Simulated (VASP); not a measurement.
Method: PBE GGA, VASP's PBE PAW potentials (set 64) (plane waves; VASP 6.6.1).

VASP input:

**POSCAR**
```
Al31O47
1
    9.1758475654    -4.8065975330     0.0004141407
    9.1758475654     4.8065975330     0.0004141407
    6.6576428476     0.0000000000     7.9357007199
Al O
31 47
Direct
  0.1760000000   0.1760000000   0.1760000000
  0.0740000000   0.0740000000   0.0740000000
  0.3227150000   0.3257530000   0.3208370000
  0.4260000000   0.4260000000   0.9260000000
  0.1760000000   0.1760000000   0.6760000000
  0.0740000000   0.0740000000   0.5740000000
  0.3240000000   0.3240000000   0.8240000000
  0.4260000000   0.9260000000   0.4260000000
  0.1760000000   0.6760000000   0.1760000000
  0.0740000000   0.5740000000   0.0740000000
  0.3240000000   0.8240000000   0.3240000000
  0.4260000000   0.9260000000   0.9260000000
  0.1760000000   0.6760000000   0.6760000000
  0.0802650000   0.5758860000   0.5688120000
  0.3240000000   0.8240000000   0.8240000000
  0.9260000000   0.4260000000   0.4260000000
  0.6760000000   0.1760000000   0.1760000000
  0.5740000000   0.0740000000   0.0740000000
  0.8240000000   0.3240000000   0.3240000000
  0.9260000000   0.4260000000   0.9260000000
  0.6760000000   0.1760000000   0.6760000000
  0.5750920000   0.0701730000   0.5740640000
  0.8240000000   0.3240000000   0.8240000000
  0.9260000000   0.9260000000   0.4260000000
  0.6760000000   0.6760000000   0.1760000000
  0.5751640000   0.5698340000   0.0769300000
  0.8240000000   0.8240000000   0.3240000000
  0.9260000000   0.9260000000   0.9260000000
  0.6760000000   0.6760000000   0.6760000000
  0.5740000000   0.5740000000   0.5740000000
  0.8240000000   0.8240000000   0.8240000000
  0.2220000000   0.0280000000   0.3750000000
  0.0280000000   0.3750000000   0.2220000000
  0.2780000000   0.4720000000   0.1250000000
  0.1250000000   0.2780000000   0.4720000000
  0.4720000000   0.1250000000   0.2780000000
  0.3750000000   0.2220000000   0.0280000000
  0.2220000000   0.0280000000   0.8750000000
  0.0280000000   0.3750000000   0.7220000000
  0.1250000000   0.2780000000   0.9720000000
  0.4720000000   0.1250000000   0.7780000000
  0.3692850000   0.2250530000   0.5331210000
  0.2204060000   0.5346740000   0.3704830000
  0.0280000000   0.8750000000   0.2220000000
  0.2780000000   0.9720000000   0.1250000000
  0.1250000000   0.7780000000   0.4720000000
  0.4748290000   0.6212610000   0.2738290000
  0.3750000000   0.7220000000   0.0280000000
  0.2220000000   0.5280000000   0.8750000000
  0.0280000000   0.8750000000   0.7220000000
  0.2780000000   0.9720000000   0.6250000000
  0.1250000000   0.7780000000   0.9720000000
  0.4720000000   0.6250000000   0.7780000000
  0.3750000000   0.7220000000   0.5280000000
  0.7220000000   0.0280000000   0.3750000000
  0.5318190000   0.3720090000   0.2176030000
  0.7780000000   0.4720000000   0.1250000000
  0.6268020000   0.2755200000   0.4704310000
  0.9720000000   0.1250000000   0.2780000000
  0.8750000000   0.2220000000   0.0280000000
  0.7220000000   0.0280000000   0.8750000000
  0.5280000000   0.3750000000   0.7220000000
  0.7780000000   0.4720000000   0.6250000000
  0.6250000000   0.2780000000   0.9720000000
  0.9720000000   0.1250000000   0.7780000000
  0.8750000000   0.2220000000   0.5280000000
  0.7220000000   0.5280000000   0.3750000000
  0.5280000000   0.8750000000   0.2220000000
  0.7780000000   0.9720000000   0.1250000000
  0.6250000000   0.7780000000   0.4720000000
  0.9720000000   0.6250000000   0.2780000000
  0.8750000000   0.7220000000   0.0280000000
  0.7220000000   0.5280000000   0.8750000000
  0.5280000000   0.8750000000   0.7220000000
  0.7780000000   0.9720000000   0.6250000000
  0.6250000000   0.7780000000   0.9720000000
  0.9720000000   0.6250000000   0.7780000000
  0.8750000000   0.7220000000   0.5280000000
```

KPOINTS:
```
kpoints
0
Gamma
  1 1 1
0 0 0
```

INCAR:
```
SYSTEM = Al31O47
PREC = Normal; ENCUT = 400; LREAL = Auto
LASPH = T; ISYM = 0
EDIFF = 1E-5; NELM = 100; NELMIN = 4
ALGO = Fast
ISMEAR = 0; SIGMA = 0.05
GGA = PE
ISPIN = 2; MAGMOM = 78*0.0385; NUPDOWN = 3
IBRION = 2; NSW = 60; ISIF = 2
EDIFFG = -0.03
LWAVE = F; LCHARG = F; LORBIT = 10
```

POTCAR, in this order: Al O (PBE.64 set). Program: vasp_gam.

Problem. What will the output report for the number of irreducible k-points (NKPTS), largest plane-wave count, FFT grid (NGX, NGY, NGZ)?

Solution. 
```yaml
number of irreducible k-points (NKPTS): 1
largest_plane_wave_count: 6342
FFT grid (NGX, NGY, NGZ): 54 × 54 × 54
```

The cell is a supercell with a defect, built from Al2O3 (corundum): vac_Al-vac_O.
